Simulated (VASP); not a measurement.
Given:

```
CoTi
1.0
    2.93086     0.00000     0.00000
    0.00000     2.93086     0.00000
    0.00000     0.00000     2.93086
Ti Co
1 1
Cartesian
  0.00000   0.00000   0.00000
  1.46543   1.46543   1.46543
```

Method: PBEsol GGA, VASP's PBE PAW potentials (set 64) (plane waves; VASP). Run with 520 eV cut-off, 12×12×12 Γ-centred mesh, first-order Methfessel-Paxton smearing of 0.10 eV, potentials Ti_sv Co.

Task: The job: TiCo (CsCl type), 2 atoms, PBEsol, static run, 520 eV, 12×12×12 Γ-centred mesh. Roughly how much core time does it take on a busy server core?

Result: About 10 core-seconds (one run on a shared machine, a rough figure). It had 84 irreducible k-points, 14 bands, up to 703 plane waves and 16 electronic steps.

The compound is TiCo in the CsCl type structure. It was relaxed first, which changed the volume by -6 %. The run is not spin-polarised, so no magnetic state was tried. The electron count is odd and the run is not spin-polarised, which forces a metal.
